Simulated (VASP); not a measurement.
Method: LDA (Ceperley-Alder, Perdew-Zunger), VASP's LDA PAW potentials (set 64) (plane waves; VASP).

VASP input:

### POSCAR
```
B2W
1
    3.0200000000     0.0000000000     0.0000000000
   -1.5100000000     2.6153970000     0.0000000000
    0.0000000000     0.0000000000     3.0500000000
W B
1 2
Direct
  0.0000000000   0.0000000000   0.0000000000
  0.3333330000   0.6666670000   0.5000000000
  0.6666670000   0.3333330000   0.5000000000
```

KPOINTS:
```
Automatic mesh
0
Gamma
7 7 6
0 0 0
```

### INCAR
```
ALGO  =  Normal
EDIFF  =  1E-6
ENCUT  =  400
ISIF  =  2
ISMEAR  =  -1
LASPH  =  T
LCHARG  =  F
LMAXMIX  =  6
LREAL  =  F
LWAVE  =  F
NELM  =  100
PREC  =  Accurate
SIGMA  =  0.1
SYSTEM  =  B2W
```

POTCAR, in this order: W_sv B (LDA.64 set). Program: vasp_std.

At this cut-off the stress carries a Pulay error, which pulls relaxed volumes low. Unless said otherwise, spin-orbit coupling is left out, though it shifts the bands of the heavy elements here.

Problem. Predict the energy per atom (σ→0), pressure, band gap (on the k-mesh).

Solution. 
```
Quantity                                                    Result
------------------------  ----------------------------------------
energy per atom (σ→0)                               -9.766 eV/atom
band gap (on the k-mesh)  none (metal, semimetal or under 0.01 eV)
pressure                                                 23.83 GPa
```

OSZICAR:
```
...
DAV:   5    -0.329165621301E+02   -0.13421E-03   -0.13420E-03  1166   0.343E-01    0.369E+01
DAV:   6    -0.293633684252E+02    0.35532E+01   -0.16948E+01  1022   0.321E+01    0.105E+01
DAV:   7    -0.293324466232E+02    0.30922E-01   -0.29136E-01   998   0.497E+00    0.632E+00
DAV:   8    -0.293131703380E+02    0.19276E-01   -0.15517E-02  1124   0.154E+00    0.199E-01
DAV:   9    -0.293128132331E+02    0.35710E-03   -0.79854E-04  1022   0.309E-01    0.402E-02
DAV:  10    -0.293127900701E+02    0.23163E-04   -0.86272E-05  1046   0.871E-02    0.110E-02
DAV:  11    -0.293127907557E+02   -0.68557E-06   -0.23221E-06   896   0.152E-02
   1 F= -.29312791E+02 E0= -.29297023E+02  d E =-.315355E-01
```

The structure comes from a measured B2W entry of the Crystallography Open Database, whose conditions weren't checked. The cell was not relaxed at this level. The k-mesh is coarse (spacing up to 0.34 per Å, 2π included), so the numbers may not be converged in it.
